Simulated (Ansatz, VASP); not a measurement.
## Cross-check of Nb3Ga between VASP and Ansatz

Aim: how closely do two programs agree when they are given the same cell, functional and k mesh? The cell is taken from a series of runs on this material, whose earlier steps may have relaxed, scaled, displaced or heated it; both programs get it as it stands.

Method: plane waves, with VASP 6.6.1 beside it; relaxation of cell and atoms at PBEsol, in Ansatz 0.2.0.

## 1. The structure

It takes space group Pm-3n (No. 223, cubic). The conventional cell has a = 5.120 Å, b = 5.120 Å, c = 5.120 Å, α = 90.00°, β = 90.00°, γ = 90.00°. Nb has 2 Nb at 2.56 Å and 4 Ga at 2.86 Å nearest. Nearest to Ga lie 12 Nb at 2.86 Å. Farther neighbours are not listed.

## 2. Ansatz: relaxation of cell and atoms, PBEsol

Ansatz runs on its PAW soft_1 files.

The relaxed volume is the usual yardstick between codes: in a stiff, nearly cubic crystal its relative difference is about their pressure difference at one cell divided by the bulk modulus.

The input, input.yaml:

```yaml
crystal:
  lattice:
    - [5.1204257714, 0.0, 0.0]
    - [0.0, 5.1204257714, 0.0]
    - [0.0, 0.0, 5.1204257714]
  atoms:
    - { symbol: Nb, position: [0.25, 0.0, 0.5] }
    - { symbol: Nb, position: [0.5, 0.75, 0.0] }
    - { symbol: Nb, position: [0.75, 0.0, 0.5] }
    - { symbol: Nb, position: [0.5, 0.25, 0.0] }
    - { symbol: Nb, position: [0.0, 0.5, 0.75] }
    - { symbol: Nb, position: [0.0, 0.5, 0.25] }
    - { symbol: Ga, position: [0.0, 0.0, 0.0] }
    - { symbol: Ga, position: [0.5, 0.5, 0.5] }
kpoints:
  mp_grid: { grid: [10, 10, 10] }
hamiltonian:
  xc: pbesol
  pseudopotentials: { kind: paw, azcp: { folder: soft_1 }, xc_functional: pbe }
scf:
  occupations: { method: fermi_dirac, width: 0.15 }
output:
  forces: true
  stress: true
  eigenvalues: true
  write_density: true
  write_potential: true
  elf: true
  volumetric_format: npy
relax:
  adjacent_minimum: "off"
  f_tol: 0.001
  max_steps: 60
  cell: { stress_tol: 0.01 }
```

Launch:

```console
> ansatz run input.yaml --threads 4 --pin off --max-ram 8192MiB --backend cpu --events-out ev --progress --plain --runs-dir out
```

Numbers of over 12 decimals in the logs are rounded to 6 here.

Log:

```text
band count auto-derived: 64 (N_el = 104.0; filled up to band 52; 63 by the electrons, moments and atoms)
Engine: ansatz 0.2.0, x86_64-unknown-linux-gnu
Pseudopotentials: kind: paw
Pseudopotential: Nb, paw, valence charge 13, recommended cutoff 420 eV (normal), soft_1/Nb.paw.azcp
Pseudopotential: Ga, paw, valence charge 13, recommended cutoff 420 eV (normal), soft_1/Ga.paw.azcp
Functional definition: PBEsol
  exchange = pbesol_x
  correlation = pbesol_c
Crystal: 8 atoms, lattice volume = 134.251 Å³
Basis set: ecut = 420 eV, 2601 PW (Γ), exchange–correlation on 72×72×72 points (8 copies of the dense FFT grid, shifted against one another)
Bands: 64, of which v1, the nominal top of the filled ones, is band 52 counted from 1 (51 counted from 0)
Symmetry: 48 space group operations
Space group: Pm-3n (ITA 223), of the structure as read, at distance tolerance 5.1e-5 Å
k-points: 56 of 1000
Non-local potential: Nb, projectors of the file, l = 0: 3, l = 1: 2, l = 2: 2, l = 3: 1
Non-local potential: Ga, projectors of the file, l = 0: 2, l = 1: 2, l = 2: 3, l = 3: 1
PAW form: soft (Blöchl's): semilocal exchange-correlation on the pseudo side does not see the compensation charge
PAW frozen core: Nb, regenerated for the run's functional, and the local potential with it (the file was generated under x = pbe(κ = 0.804, μ = 0.219515), c = pbe(β = 0.066725))
PAW frozen core: Ga, regenerated for the run's functional, and the local potential with it (the file was generated under x = pbe(κ = 0.804, μ = 0.219515), c = pbe(β = 0.066725))
PAW one-centre angular grid: Nb, 590 points (default); XC on 64 Gauss nodes
PAW one-centre angular grid: Ga, 590 points (default); XC on 64 Gauss nodes
Initial density: superposition of atomic densities (chi_scale 0.1, normalization cell, long waves kept (reshape's long-wave potential 0.00 eV rms))
Initial wavefunctions: pseudopotential atomic-orbital guess
Functional: x = pbesol(κ = 0.804, μ = 0.123457), c = pbesol(β = 0.046)
SCF iter   1: F=—  HF=-34464.220414 eV  |F-HF|=—  |Δ(HF+E_count)|=         —  Δρ=7.37e-2  dr2=7.55e0  ethr=3.10e-3  ⟨swp⟩=5.2  Hψ=13496  notcnv=0
preconditioner: auto → Kerker (q_TF=auto, 2.615 Å⁻¹)  [metal: Δε(μ)=0.006 eV  Ē_g=8.581 eV  σ=0.150 eV  W_gap=0.01  n_scr=32 (ndim 8)  ℏωp=24.0 eV  f_vac=0.000  D(μ)=10.15/eV (n_scr^D=122)]
SCF iter   2: F=—  HF=-34462.192846 eV  |F-HF|=—  |Δ(HF+E_count)|=    2.03e0  Δρ=4.38e-2  dr2=2.43e0  ethr=3.10e-3  ⟨swp⟩=2.0  Hψ=6385  notcnv=0
SCF iter   3: F=—  HF=-34461.625947 eV  |F-HF|=—  |Δ(HF+E_count)|=   5.67e-1  Δρ=1.47e-2  dr2=2.14e-1  ethr=2.34e-3  ⟨swp⟩=3.0  Hψ=6719  notcnv=0
SCF iter   4: F=—  HF=-34461.399542 eV  |F-HF|=—  |Δ(HF+E_count)|=   2.26e-1  Δρ=4.72e-3  dr2=1.24e-2  ethr=2.06e-4  ⟨swp⟩=2.0  Hψ=6319  notcnv=0
[...]
SCF converged after 10 iterations
Free energy (F): -34461.401459 eV
Harris-Foulkes:  -34461.401459 eV  (|F-HF|=7.28e-12)
Internal energy: -34460.673853 eV  (E = F + TS)
E sigma→0 (E₀):  -34461.037656 eV
Entropy (-TS):   -0.727607 eV (-90.951 meV/atom)
Fermi energy:    17.091188 eV
--- Per-component energies (eV) ---
  E_band       = -339.750913
  E_kinetic    = 2472.446507
  E_local      = -6049.959815  (includes V_loc(G=0)·N_el)
  E_nonlocal   = 397.568532
  E_hartree    = 2843.025098
  E_xc         = -1118.217844
  E_vxc        = -1319.015325  (∫ρ·V_xc dr)
  E_paw        = -22062.660561  (= ΣΔE_a)
  E_vpaw       = -1526.840797  (= ΣTr[D̂ρ^β])
  E_aug_tail   = -0.000212  (compensation charges beyond the density's cutoff)
  E_ewald      = -10945.733773
  E_core_change = 2.858215  (= ΣΔE_core)
  E_smearing   = -0.727607  (= −TS)
  E_closure    = 0.000000  (closes the sum)
  Σ components = -34461.401459   (vs F -34461.401459, Δ=0.00e0)
--- Forces (eV/Å), atoms counted from 1 ---
  atom   1  Nb     0.00000000    -0.00000000     0.00000000
  atom   2  Nb     0.00000000    -0.00000000     0.00000000
  atom   3  Nb    -0.00000000     0.00000000    -0.00000000
  atom   4  Nb    -0.00000000     0.00000000    -0.00000000
  atom   5  Nb    -0.00000000    -0.00000000     0.00000000
  atom   6  Nb     0.00000000     0.00000000    -0.00000000
  atom   7  Ga     0.00000000     0.00000000    -0.00000000
  atom   8  Ga     0.00000000     0.00000000     0.00000000
  max |Σ_I F_I| component: 2.76e-17 eV/Å
--- Stress (GPa, compression-positive) ---
       -0.004506      -0.000000      -0.000000
        0.000000      -0.004506       0.000000
       -0.000000       0.000000      -0.004506
  P = ⅓ Tr σ = -0.0045 GPa (-0.045 kbar)
--- Band table (eV; the first three rows and the last of 56) ---
  k-point 0: bands = [... 48 lower, 15.6561, 16.5873, 16.5873, 16.5873, 17.0570, 17.0570, 19.8671, 19.8671, ... 8 higher]
  k-point 1: bands = [... 48 lower, 15.6883, 16.5807, 16.6641, 16.6641, 17.1032, 17.1067, 19.7754, 19.8170, ... 8 higher]
  k-point 2: bands = [... 48 lower, 15.7808, 16.5557, 16.7729, 16.7729, 17.1685, 17.2022, 19.4269, 19.6990, ... 8 higher]
  k-point 55: bands = [... 48 lower, 17.1680, 17.1680, 17.1680, 17.1680, 17.4747, 17.4747, 17.4747, 17.4747, ... 8 higher]
--- Relaxed structure (3 steps of the walk, 2 accepted, 1 SCFs on fresh bases) ---
  F+E_penalty+E_count = -34461.40145937 eV   max|allowed force component| = 6.073e-17 eV/Å   (the final SCF, on the basis selected at the relaxed cell)
  cell:  # Å, volume = 134.6508 Å³
    - [5.125501, 0, 0]
    - [0, 5.125501, 0.0]
    - [0, 0.0, 5.125501]
  atoms:
    - { symbol: Nb, position: [0.25, 0, 0.5] }
    - { symbol: Nb, position: [0.5, 0.750000, 0] }
    - { symbol: Nb, position: [0.750000, 0, 0.5] }
    - { symbol: Nb, position: [0.5, 0.25, 0] }
    - { symbol: Nb, position: [0, 0.5, 0.750000] }
    - { symbol: Nb, position: [0, 0.5, 0.25] }
    - { symbol: Ga, position: [0, 0, 0] }
    - { symbol: Ga, position: [0.5, 0.5, 0.5] }
```

The column dr2 measures how far the density is from self-consistency, as an energy; F and HF (Harris–Foulkes) agree once it is small.

## 3. VASP: relaxation of cell and atoms, PBEsol

The same cell, functional, mesh and smearing now go to VASP, with its own data sets.

Lines of VASP's logs that name or quote its potential files are left out, and so is its time.

The input, INCAR:

```
SYSTEM = Nb3Ga
PREC = Accurate
ENCUT = 500
EDIFF = 1E-07
NELM = 120
ISMEAR = -1
SIGMA = 0.15
LREAL = .FALSE.
ALGO = Normal
GGA = PS
NBANDS = 64
LASPH = .TRUE.
LORBIT = 11
LWAVE = .FALSE.
LCHARG = .FALSE.
ISIF = 3
IBRION = 2
NSW = 80
EDIFFG = -0.005
GGA_COMPAT = .FALSE.
NELMIN = 4
KPAR = 2
```

The input, POSCAR:

```
Nb3Ga
1.0
    5.1204260000      0.0000000000      0.0000000000
    0.0000000000      5.1204260000      0.0000000000
    0.0000000000      0.0000000000      5.1204260000
Nb Ga
6 2
Direct
    0.2499999024      0.0000000000      0.5000000000
    0.5000000000      0.7499999024      0.0000000000
    0.7499999024      0.0000000000      0.5000000000
    0.5000000000      0.2499999024      0.0000000000
    0.0000000000      0.5000000000      0.7499999024
    0.0000000000      0.5000000000      0.2499999024
    0.0000000000      0.0000000000      0.0000000000
    0.5000000000      0.5000000000      0.5000000000
```

The input, KPOINTS:

```
Automatic mesh
0
Gamma
10 10 10
0 0 0
```

Potentials, in the order of the species: Nb_sv and Ga_d (PBE family, release 64).

Launch:

```console
> mpirun -np 2 vasp_std
```

Log:

```text
[banner, memory and clock lines left out]
running    2 mpi-ranks, on    1 nodes
 distrk:  each k-point on    1 cores,    2 groups
 distr:  one band on    1 cores,    1 groups

 POSCAR found type information on POSCAR NbGa
 POSCAR found :  2 types and       8 ions
|                                                                             |
|               ----> ADVICE to this user running VASP <----                  |
|                                                                             |
|     You enforced a specific xc type in the INCAR file but a different       |
|     [... a line on the potential file left out ...]
|     I HOPE YOU KNOW WHAT YOU ARE DOING!                                     |
|                                                                             |

 LDA part: xc-table for (Slater+PW92), standard interpolation
 POSCAR, INCAR and KPOINTS ok, starting setup
 FFT: planning ... GRIDC
 FFT: planning ... GRID_SOFT
 FFT: planning ... GRID
 WAVECAR not read
 entering main loop
       N       E                     dE             d eps       ncg     rms          rms(c)
DAV:   1     0.165853801542E+04    0.16585E+04   -0.49440E+04  8256   0.227E+03
DAV:   2     0.172681432700E+03   -0.14859E+04   -0.14410E+04  7384   0.827E+02
DAV:   3    -0.467941927747E+02   -0.21948E+03   -0.20978E+03  9712   0.257E+02
DAV:   4    -0.752210099468E+02   -0.28427E+02   -0.27696E+02 11224   0.794E+01
DAV:   5    -0.775438247413E+02   -0.23228E+01   -0.23031E+01 13088   0.201E+01    0.189E+01
DAV:   6    -0.747076383833E+02    0.28362E+01   -0.94539E+00 10288   0.156E+01    0.643E+00
DAV:   7    -0.744746855552E+02    0.23295E+00   -0.20647E+00 11376   0.712E+00    0.266E+00
DAV:   8    -0.744876913109E+02   -0.13006E-01   -0.23706E-01 10824   0.225E+00    0.655E-01
DAV:   9    -0.744899404257E+02   -0.22491E-02   -0.42541E-02 11104   0.110E+00    0.378E-01
DAV:  10    -0.744904205373E+02   -0.48011E-03   -0.78371E-03 10216   0.451E-01    0.510E-02
DAV:  11    -0.744904086008E+02    0.11937E-04   -0.86348E-04 12248   0.156E-01    0.318E-02
DAV:  12    -0.744904074531E+02    0.11477E-05   -0.66836E-05 11880   0.389E-02    0.361E-03
DAV:  13    -0.744904074586E+02   -0.55097E-08   -0.71567E-06 11120   0.125E-02    0.204E-03
DAV:  14    -0.744904069466E+02    0.51202E-06   -0.71264E-07  8864   0.376E-03    0.429E-04
DAV:  15    -0.744904070141E+02   -0.67505E-07   -0.81261E-08  6248   0.175E-03
   1 F= -.74490407E+02 E0= -.74127609E+02  d E =-.744904E+02
 curvature:   0.00 expect dE= 0.000E+00 dE for cont linesearch  0.000E+00
 trial: gam= 0.00000 g(F)=  0.000E+00 g(S)=  0.145E-02 ort = 0.000E+00 (trialstep = 0.100E+01)
 search vector abs. value=  0.145E-02
 bond charge predicted
       N       E                     dE             d eps       ncg     rms          rms(c)
DAV:   1    -0.745119502350E+02   -0.21543E-01   -0.72850E-01  8048   0.668E+00    0.106E+00
DAV:   2    -0.744961372920E+02    0.15813E-01   -0.83730E-02  9536   0.215E+00    0.561E-01
DAV:   3    -0.744898135642E+02    0.63237E-02   -0.39848E-02 10672   0.107E+00    0.302E-01
DAV:   4    -0.744897120675E+02    0.10150E-03   -0.41313E-03  9720   0.298E-01    0.139E-01
DAV:   5    -0.744898484567E+02   -0.13639E-03   -0.73583E-04 12856   0.848E-02    0.844E-02
DAV:   6    -0.744899044408E+02   -0.55984E-04   -0.28163E-04 11504   0.739E-02    0.124E-02
DAV:   7    -0.744899037170E+02    0.72374E-06   -0.35488E-05 11584   0.298E-02    0.902E-03
DAV:   8    -0.744899021262E+02    0.15908E-05   -0.39113E-06 10656   0.995E-03    0.793E-04
DAV:   9    -0.744899019613E+02    0.16486E-06   -0.29061E-07  6960   0.339E-03    0.115E-03
DAV:  10    -0.744899020162E+02   -0.54879E-07   -0.32722E-08  5080   0.133E-03
   2 F= -.74489902E+02 E0= -.74125318E+02  d E =0.504998E-03
 trial-energy change:    0.000505  1 .order    0.000503   -0.001455    0.002460
 step:   0.3715(harm=  0.3715)  dis= 0.00000  next Energy=   -74.490677 (dE=-0.270E-03)
 bond charge predicted
       N       E                     dE             d eps       ncg     rms          rms(c)
DAV:   1    -0.744994176631E+02   -0.95157E-02   -0.28783E-01  7576   0.419E+00    0.674E-01
DAV:   2    -0.744930694989E+02    0.63482E-02   -0.33014E-02  9216   0.136E+00    0.351E-01
DAV:   3    -0.744905631104E+02    0.25064E-02   -0.15605E-02 10640   0.666E-01    0.192E-01
DAV:   4    -0.744905493880E+02    0.13722E-04   -0.16095E-03  9672   0.186E-01    0.891E-02
DAV:   5    -0.744906268876E+02   -0.77500E-04   -0.28986E-04 12856   0.525E-02    0.525E-02
DAV:   6    -0.744906757885E+02   -0.48901E-04   -0.10867E-04 11544   0.451E-02    0.943E-03
DAV:   7    -0.744906761432E+02   -0.35477E-06   -0.14545E-05 10704   0.191E-02    0.553E-03
DAV:   8    -0.744906770824E+02   -0.93917E-06   -0.15584E-06  9824   0.641E-03    0.687E-04
DAV:   9    -0.744906771466E+02   -0.64238E-07   -0.10388E-07  5448   0.235E-03
   3 F= -.74490677E+02 E0= -.74127215E+02  d E =-.270133E-03
 curvature:  -0.19 expect dE=-0.931E-08 dE for cont linesearch -0.931E-08
 trial: gam= 0.00000 g(F)=  0.217E-47 g(S)=  0.501E-07 ort =-0.854E-05 (trialstep = 0.874E+00)
 search vector abs. value=  0.502E-07
 reached required accuracy - stopping structural energy minimisation
```

(Continued in part 2 of 2.)

[Lines on the potential files, build, host, timing and source positions are cut from VASP's logs without a mark.]

[Logs are printed without paths, hosts, clocks, repeated set-up lines and the standing remarks that a program may print on its own settings, such as how far it seeks lower states.]

[Hosts, paths, dates, database ids (printed as entryN), source tags and the programs' standing remarks are cut or masked in the printed files.]
